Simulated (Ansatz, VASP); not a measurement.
# Cross-check of Al34Ga20O81 (amorphous 37Ga2O3-63Al2O3 (mol %)) between VASP and Ansatz, part 2 of 2

Wanted: the spread between two codes on one cell, functional and k mesh. Of the first pair: The structure shown is the start of the Ansatz relaxation below; VASP solves that cell, so the two are compared at the walk's first step.

VASP 6.6.1 and Ansatz 0.2.0.

So far. Step 3 (VASP: single point, PBE, start cell, pair 1): The run ends at a pressure of 2.10 GPa, with forces up to 0.30 eV/Å.

## Step 6: VASP: single point, PBE, relaxed atoms in a fixed cell, pair 2

Level of this step: PBE; plane waves and PAW (Ga_d, Al, O) (VASP).

The same cell, functional and mesh now go to VASP, with its own data sets.

INCAR

```
SYSTEM = Al34Ga20O81
PREC = Accurate
ENCUT = 600
EDIFF = 1E-06
NELM = 120
ISMEAR = 0
SIGMA = 0.01
LREAL = Auto
ALGO = Normal
GGA = PE
NBANDS = 518
LORBIT = 11
LWAVE = .FALSE.
LCHARG = .FALSE.
ISIF = 2
LASPH = .TRUE.
GGA_COMPAT = .FALSE.
EFERMI = MIDGAP
```

POSCAR

```
Al34Ga20O81
1.0
   11.1209500000     -0.1246500000     -0.0735500000
   -0.1234000000     11.5212500000     -0.0525100000
   -0.0728100000     -0.0525100000     11.1254500000
Ga Al O
20 34 81
Direct
    0.6824600000      0.8334200000      0.4549200000
    0.2475300000      0.6373900000      0.3468400000
    0.3152400000      0.2068900000      0.3832800000
    0.5795400000      0.6189200000      0.8228000000
    0.0978800000      0.4048900000      0.6986700000
    0.8557400000      0.4051700000      0.8477100000
    0.2273900000      0.7729200000      0.1281600000
    0.5266300000      0.9046000000      0.7685900000
    0.7577600000      0.5213100000      0.3295800000
    0.4542100000      0.5864100000      0.0847200000
    0.1483300000      0.4655300000      0.1615000000
    0.3839000000      0.7799200000      0.5264500000
    0.3853700000      0.5198100000      0.6438200000
    0.8648100000      0.1325000000      0.0029100000
    0.4348400000      0.8812200000      0.0129900000
    0.9589500000      0.6485200000      0.2054300000
    0.8749700000      0.7087500000      0.7400100000
    0.7160600000      0.9344600000      0.9544900000
    0.3187700000      0.4316400000      0.8890500000
    0.3228700000      0.2104100000      0.1329200000
    0.9500700000      0.8241900000      0.0067000000
    0.1465800000      0.8854500000      0.4768600000
    0.8480400000      0.3840000000      0.1337100000
    0.0788900000      0.5856100000      0.9179100000
    0.3276800000      0.7209100000      0.8447000000
    0.4327000000      0.2972800000      0.5950100000
    0.1798200000      0.9980900000      0.0162100000
    0.7365300000      0.0195300000      0.6551400000
    0.0121400000      0.9495700000      0.2369800000
    0.6740600000      0.6021500000      0.5552300000
[... 99 atom lines left out ...]
    0.9584700000      0.6617800000      0.9946200000
    0.3044300000      0.8819400000      0.8680500000
    0.8031500000      0.3656900000      0.2871100000
    0.2013200000      0.2693300000      0.4915400000
    0.9039600000      0.6206400000      0.3686700000
    0.5915400000      0.2902500000      0.6097600000
```

KPOINTS

```
Automatic mesh
0
Gamma
1 1 1
0 0 0
```

The projector-augmented-wave data sets are Ga_d, Al and O (PBE family, release 64).

Run with:

```sh
$ export OMP_NUM_THREADS=3
$ mpirun -np 1 vasp_gam
```

The program printed:

```text
[... set-up lines as in an earlier step ...]
 entering main loop
       N       E                     dE             d eps       ncg     rms          rms(c)
DAV:   1     0.234307021113E+05    0.23431E+05   -0.34555E+05  1052   0.284E+03
DAV:   2     0.531565401124E+04   -0.18115E+05   -0.17115E+05  1036   0.881E+02
DAV:   3    -0.301948929500E+03   -0.56176E+04   -0.52182E+04  1444   0.362E+02
DAV:   4    -0.101464267591E+04   -0.71269E+03   -0.70165E+03  1488   0.137E+02
[...]
DAV:  17    -0.913686670630E+03   -0.88216E-05   -0.11392E-04  1400   0.409E-02    0.741E-03
DAV:  18    -0.913686673111E+03   -0.24815E-05   -0.38915E-05  1248   0.227E-02    0.558E-03
DAV:  19    -0.913686672962E+03    0.14893E-06   -0.79342E-06   912   0.186E-02
   1 F= -.91368667E+03 E0= -.91368667E+03  d E =0.000000E+00
```

From OUTCAR (step 6):

```text
  Total       16.1328685      7.8016493      7.8325130      0.3939695      0.6793713     -0.2969790
  in kB       18.1360906      8.7703819      8.8050780      0.4428887      0.7637290     -0.3338550
  external PRESSURE =      11.9038502 kB  Pullay stress =       0.0000000 kB

 POSITION                                       TOTAL-FORCE (eV/Angst)
 -----------------------------------------------------------------------------------
      7.45364      9.49308      4.96723         0.014779     -0.002069      0.000189
      2.64886      7.29446      3.80708         0.000779     -0.030843      0.004462
      3.45233      2.32421      4.23011        -0.011567      0.006570      0.000230
[...]
9.13429      5.20003     11.03153        -0.004426      0.004928      0.028362
      8.32116      8.89341      0.04187         0.045882     -0.021851      0.022955
      5.83153      9.77180      5.85205        -0.003296      0.018937      0.015307
      4.22351      6.48664      9.14163         0.001961      0.052864      0.016380
     10.18571      0.39106      3.58966         0.016495      0.008421      0.001817
      6.60499      6.36094     10.86636         0.020834     -0.025711      0.032602
      7.69636      9.93217      3.15759        -0.025924     -0.004799     -0.029240
      6.06669      6.63285      7.23991         0.012600      0.013999     -0.026452
      8.61019     10.70853      5.76189        -0.015789      0.003343      0.004081
     -0.09659      7.61451      7.06631         0.037352     -0.004933     -0.011080
[...]
-----------------------------------------------------------------------------------
    total drift:                                0.038313     -0.006944      0.006759

  FREE ENERGIE OF THE ION-ELECTRON SYSTEM (eV)
  ---------------------------------------------------
  free  energy   TOTEN  =      -913.6866729621 eV

  energy  without entropy=     -913.6866729621  energy(sigma->0) =     -913.68667296

[... 1 part as in an earlier step ...]

[... 2 further parts left out ...]
[key lines of the parts left out:]
E-fermi :   5.6917
```

The run ends at a pressure of 1.19 GPa, with forces up to 0.067 eV/Å.

## Step 7: Differences

What differs besides the data sets and the points named for the pairs above, as far as they apply: the cutoff is 420 eV in Ansatz and 600 eV in VASP (PREC = Accurate, projectors in real space). Total energies have different zeros and are not compared.

Both answers:

```tsv
quantity	Ansatz	VASP	difference
pressure (GPa)	1.24	1.19	+0.05
gap on the k mesh (eV)	2.429	2.410	+0.019
```

Forces on 8 of the 135 atoms, those with the largest forces and the largest differences (eV/Å; atoms numbered as in POSCAR):

```tsv
atom	Ansatz x, y, z	VASP x, y, z
Ga13	-0.015, 0.001, 0.003	-0.011, 0.048, -0.042
O65	0.024, 0.006, -0.002	0.054, -0.028, 0.015
O83	-0.005, 0.006, 0.002	-0.026, -0.055, 0.004
O100	-0.010, -0.019, 0.004	-0.018, -0.043, 0.046
O102	-0.005, -0.006, 0.007	-0.005, -0.054, 0.039
O103	-0.010, 0.007, 0.006	-0.032, 0.046, 0.036
O112	-0.011, -0.008, 0.002	0.048, -0.044, 0.012
O122	-0.022, 0.009, -0.012	-0.043, 0.020, -0.047
```

The forces differ by 18 meV/Å r.m.s., which is 89.8 % of the r.m.s. force of 0.021 eV/Å (both taken over all components). A gap on the mesh is an upper bound, since the band edges may lie between its points.

## Step 8: Summary of results

```json
{
  "r.m.s. force difference (single point, PBE, start cell, pair 1)": "19 meV/Å",
  "r.m.s. force difference (single point, PBE, relaxed atoms in a fixed cell, pair 2)": "18 meV/Å"
}
```

**Reading.** The r.m.s. force difference is 19 meV/Å (single point, PBE, start cell, pair 1), beyond the 12 meV/Å picked in this series as the mark of a large difference. What causes the difference of the single point, PBE, start cell, pair 1 pair stays open here. What causes the difference of the single point, PBE, relaxed atoms in a fixed cell, pair 2 pair stays open here. Such differences can come from data sets, numerical settings and the points named under the comparisons, not from the functional's error against experiment.

[Lines on the potential files, build, host, timing and source positions are cut from VASP's logs without a mark.]

[Logs are printed without paths, hosts, clocks, repeated set-up lines and the standing remarks that a program may print on its own settings, such as how far it seeks lower states.]

[Hosts, paths, dates, database ids (printed as entryN), source tags and the programs' standing remarks are cut or masked in the printed files.]
